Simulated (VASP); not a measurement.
Method: LDA (Ceperley-Alder, Perdew-Zunger), VASP's LDA PAW potentials (set 64) (plane waves; VASP 6.6.1).

VASP input:

### INCAR
```
SYSTEM = ZnSe
PREC = Accurate; ENCUT = 520; LREAL = .False.
LASPH = .True.; ICHARG = 11
EDIFF = 1E-7; NELM = 100; ALGO = Normal
LMAXMIX = 4
ISMEAR = 0; SIGMA = 0.05
LWAVE = .False.; LCHARG = .False.; LORBIT = 11
```

### KPOINTS
```
k-points along high-symmetry lines
15
Line-mode
Reciprocal
  0.000000   0.000000   0.000000 ! GAMMA
 -0.500000  -0.500000   0.000000 ! X

 -0.500000  -0.500000   0.000000 ! X
 -0.375000  -0.375000   0.250000 ! U

 -0.375000  -0.000000   0.375000 ! K
  0.000000   0.000000   0.000000 ! GAMMA

  0.000000   0.000000   0.000000 ! GAMMA
 -0.000000   0.000000   0.500000 ! L

 -0.000000   0.000000   0.500000 ! L
 -0.500000  -0.250000   0.250000 ! W

 -0.500000  -0.250000   0.250000 ! W
 -0.500000  -0.500000   0.000000 ! X
```

### POSCAR
```
ZnSe
1
    0.0000000000     2.7887504787     2.7887504787
    2.7887504787     0.0000000000     2.7887504787
    2.7887504787     2.7887504787     0.0000000000
Zn Se
1 1
Direct
  0.0000000000   0.0000000000   0.0000000000
  0.2500000000   0.2500000000   0.2500000000
```

POTCAR, in this order: Zn Se (LDA.64 set). Program: vasp_std. Read from the step before: CHGCAR.

Output

**OSZICAR**
```
       N       E                     dE             d eps       ncg     rms          rms(c)
DAV:   1     0.874991157553E+02    0.87499E+02   -0.92135E+03  2340   0.160E+03
DAV:   2    -0.278108066416E+00   -0.87777E+02   -0.83415E+02  2505   0.288E+02
DAV:   3    -0.616244917878E+01   -0.58843E+01   -0.57916E+01  2925   0.714E+01
DAV:   4    -0.622040144933E+01   -0.57952E-01   -0.57939E-01  2500   0.750E+00
DAV:   5    -0.622073082131E+01   -0.32937E-03   -0.32936E-03  2910   0.517E-01
DAV:   6    -0.622073377662E+01   -0.29553E-05   -0.29553E-05  2645   0.486E-02
DAV:   7    -0.622073381767E+01   -0.41051E-07   -0.41044E-07  2868   0.498E-03
   1 F= -.62207338E+01 E0= -.62207338E+01  d E =-.936882E-17
```

File OUTCAR:
```
 val. band max:        1.9414239211   @ k =   0.0000   0.0000   0.0000

 cond. band min:       3.2088138188   @ k =   0.0000   0.0000   0.0000



 k-point     1 :       0.0000    0.0000    0.0000
  band No.  band energies     occupation
      1     -11.6681      2.00000
      2      -4.9216      2.00000
      3      -4.9216      2.00000
      4      -4.9216      2.00000
      5      -4.5181      2.00000
      6      -4.5181      2.00000
      7       1.9414      2.00000
      8       1.9414      2.00000
      9       1.9414      2.00000
     10       3.2088      0.00000
     11       7.6271      0.00000
     12       7.6271      0.00000
     13       7.6271      0.00000

 k-point     2 :      -0.0357   -0.0357    0.0000
  band No.  band energies     occupation
      1     -11.6557      2.00000
      2      -4.9228      2.00000
      3      -4.9189      2.00000
      4      -4.9189      2.00000
      5      -4.5192      2.00000
      6      -4.5174      2.00000
      7       1.7227      2.00000
      8       1.8973      2.00000
      9       1.8973      2.00000
     10       3.4400      0.00000
     11       7.5421      0.00000
     12       7.6913      0.00000
     13       7.6913      0.00000

 k-point     3 :      -0.0714   -0.0714    0.0000
  band No.  band energies     occupation
      1     -11.6188      2.00000
      2      -4.9263      2.00000
      3      -4.9108      2.00000
      4      -4.9108      2.00000
      5      -4.5227      2.00000
      6      -4.5154      2.00000
      7       1.2831      2.00000
      8       1.7718      2.00000
      9       1.7718      2.00000
     10       3.9137      0.00000
     11       7.3158      0.00000
     12       7.8771      0.00000
     13       7.8771      0.00000

 k-point     4 :      -0.1071   -0.1071    0.0000
  band No.  band energies     occupation
      1     -11.5585      2.00000
      2      -4.9314      2.00000
      3      -4.8976      2.00000
      4      -4.8976      2.00000
...
```

The density is held fixed in this step, so its total energy and stress have no physical meaning.

The compound is ZnSe in the zinc blende structure. It was relaxed first.
